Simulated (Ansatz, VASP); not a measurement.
Two plane-wave programs on NaHgF3

```
Na Hg F
1.0
     4.56629    0.00000    0.00000
     0.00000    4.56629    0.00000
     0.00000    0.00000    4.56629
Na Hg F
1 1 3
Direct
  0.00000 0.00000 0.00000
  0.50000 0.50000 0.50000
  0.00000 0.50000 0.50000
  0.50000 0.00000 0.50000
  0.50000 0.50000 0.00000
```

Alike in both runs: functional PBE; k mesh 6 × 6 × 6; occupations gaussian, width 0.1 eV; no spin polarisation.

Ansatz relaxed the structure, and its values are those at the end. VASP's run is a single point on that final structure, the one shown.

```csv
,VASP,Ansatz
version,VASP 6.6.1,Ansatz 0.2.0
potentials or method,"VASP PAW PBE potentials, release 64 (Na_pv, Hg, F)","scalar-relativistic, plane waves, PAW"
plane-wave cutoff (eV),520,420
valence electrons in the cell,40,50
```

|  | VASP | Ansatz | Ansatz less VASP |
| --- | --- | --- | --- |
| gap on the k mesh at the Fermi level (eV) | 0.37 | 0.40 | +0.028 |
| least direct gap on the mesh (eV) | 2.77 | 2.81 | +0.040 |
| pressure (GPa) | 0.1 | -0.2 | -0.25 |

The functional is the same, so the differences come from potentials, cutoffs and numerics. The two sets of potentials don't hold the same shells in valence.

Caveats: spin-orbit coupling is left out, which moves the levels of the heavy elements.
